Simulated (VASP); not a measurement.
The system is C.

```
C
1.0
     2.46100    0.00000    0.00000
    -1.23050    2.13129    0.00000
     0.00000    0.00000    7.37880
C
4
Direct
  0.00000 0.00000 0.25000
  0.33333 0.66667 0.25000
  0.00000 0.00000 0.75000
  0.66667 0.33333 0.75000
```

The cell was built by a generator and needn't be a form met in nature.

Program: VASP 6.6.1. Alike in all runs: task single point; no spin polarisation; cell as given; k mesh 16 × 16 × 4; cutoff (eV) 520; smearing fermi-dirac 0.05 eV.

Task: Order these runs on this cell by their pressure, lowest first.
A. level r2SCAN+rVV10; potentials or basis VASP PAW PBE potentials, release 64 (C); further INCAR settings ALGO = Normal; EDIFF = 1e-07
B. level optB86b-vdW; potentials or basis VASP PAW PBE potentials, release 64 (C); further INCAR settings ALGO = Fast; EDIFF = 1e-07
C. level LDA; potentials or basis VASP PAW LDA potentials, release 64 (C); further INCAR settings ALGO = Fast; EDIFF = 1e-07
D. level vdW-DF; potentials or basis VASP PAW PBE potentials, release 64 (C); further INCAR settings ALGO = Fast; EDIFF = 1e-07

Result: C (-4.7 GPa), A (-1.7 GPa), B (1.3 GPa), D (5.1 GPa).

Caveats: the PAW data sets were made with another functional, which shifts forces and pressure a little (some runs).

Runs at the PBE level aren't shown here.
